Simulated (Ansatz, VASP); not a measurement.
One calculation of RbAl2, two programs

```
Rb Al
1.0
     5.21564    0.00000    0.00000
     0.00000    5.21564    0.00000
     0.00000    0.00000    4.81121
Rb Al
1 2
Direct
  0.50000 0.50000 0.50000
  0.00000 0.00000 0.24882
  0.00000 0.00000 0.75118
```

Alike in both runs: task relaxation of cell and atoms; functional PBE; k mesh 10 × 10 × 10; occupations gaussian, width 0.1 eV; no spin polarisation.

|  | VASP | Ansatz |
| --- | --- | --- |
| version | VASP 6.6.1 | Ansatz 0.2.0 |
| potentials or method | VASP PAW PBE potentials, release 64 (Rb_sv, Al) | scalar-relativistic, plane waves, PAW |
| plane-wave cutoff (eV) | 600 | 420 |
| valence electrons in the cell | 15 | 15 |

|  | VASP | Ansatz | Ansatz less VASP |
| --- | --- | --- | --- |
| gap on the k mesh at the Fermi level, each at its own relaxed structure (eV) | none | none | - |
| relaxed volume (Å³/atom) | 45.31 | 45.19 | -0.123 |
| relaxed cell length with the largest relative difference (Å) | 5.312 | 5.305 | -0.0077 |
| energy change over the relaxation (meV/atom) | -2 | -2 | +0.1 |

A gap of «none» marks a metal or a gap that the smearing closes.
